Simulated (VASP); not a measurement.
An input for Ansatz (written as the equivalent of a VASP run, and not itself run):

Ansatz 0.2 input:
```yaml
crystal:
  lattice:
    - [0.0000000, 2.1010000, 2.1010000]
    - [2.1010000, 0.0000000, 2.1010000]
    - [2.1010000, 2.1010000, 0.0000000]
  atoms:
    - { symbol: Ti, position: [0.2500000, 0.2500000, 0.2500000] }
    - { symbol: B, position: [0.0000000, 0.0000000, 0.0000000] }
kpoints:
  mp_grid: { grid: [13, 13, 13] }
hamiltonian:
  xc: r2scan
  pseudopotentials: { kind: paw }
scf:
  occupations: { method: methfessel_paxton, width: 0.1 }
  max_iter: 100
relax:
  max_steps: 60
  f_tol: 0.01
  cell: {}
output: { forces: true, stress: true, eigenvalues: true }
```

### Question
Write the VASP files for the same calculation (r2SCAN).

### Answer
Several could match; the one computed here: 
**INCAR**
```
SYSTEM=TiB
PREC=Accurate; ENCUT=520; LREAL=F
LASPH=T
EDIFF=1E-6; NELM=100; ALGO=Normal
LMAXMIX=4; LMIXTAU=T
ISMEAR=1; SIGMA=0.1
METAGGA=R2SCAN
IBRION=2; NSW=60; ISIF=3
EDIFFG=-0.01
LWAVE=F; LCHARG=F
```

**KPOINTS**
```
Automatic mesh
0
Gamma
13 13 13
0 0 0
```

POSCAR:
```
TiB
1
    0.0000000000     2.1010000000     2.1010000000
    2.1010000000     0.0000000000     2.1010000000
    2.1010000000     2.1010000000     0.0000000000
Ti B
1 1
Direct
  0.2500000000   0.2500000000   0.2500000000
  0.0000000000   0.0000000000   0.0000000000
```

POTCAR, in this order: Ti_sv B (PBE.64 set). Program: vasp_std.

The two are equivalent in intent, not identical: each code has its own PAW files, so the cut-off isn't converted (ENCUT is set for VASP's; basis.ecutwfc is left out, and Ansatz then takes the one that its files recommend); Ansatz stops its SCF on the density residual and VASP on the energy change (EDIFF).

The structure comes from a measured TiB entry (F-43m) of the Crystallography Open Database, whose conditions weren't checked. This run relaxes it. Symmetry was kept, so distortions that lower it aren't found.
